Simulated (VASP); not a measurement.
Input:

```yaml
crystal:
  lattice:
    - [0.00000, 2.66246, 2.66246]
    - [2.66246, 0.00000, 2.66246]
    - [2.66246, 2.66246, 0.00000]
  atoms:
    - { symbol: K, position: [0.00000, 0.00000, 0.00000] }
    - { symbol: F, position: [0.50000, 0.50000, 0.50000] }
```

Method: optB88-vdW, VASP's PBE PAW potentials (set 64) (plane waves; VASP). Run with 520 eV cut-off, Gaussian smearing of 0.050 eV, potentials K_sv F.

Problem. Give the energies of bands 6 to 10 at the high-symmetry points, in eV from the valence-band maximum.

Solution. 
| band | Γ | X | U | L | W |
|---|---|---|---|---|---|
| 6 | 0.00 | -0.20 | -0.34 | -0.81 | -0.41 |
| 7 | 0.00 | -0.05 | -0.20 | -0.35 | -0.16 |
| 8 | 0.00 | -0.05 | -0.19 | -0.35 | -0.16 |
| 9 | 6.19 | 8.20 | 8.96 | 9.09 | 9.76 |
| 10 | 10.71 | 10.38 | 10.78 | 10.67 | 9.76 |

The gap is direct, 6.19 eV, from the valence maximum at Γ to the conduction minimum at Γ.

Measured: gap 10.90 eV (computed value off by -4.71 eV), as given by David Koller et al., Journal of Physics Condensed Matter (2013), arXiv:1304.4470.

The compound is KF in the rock salt structure. It was relaxed first.
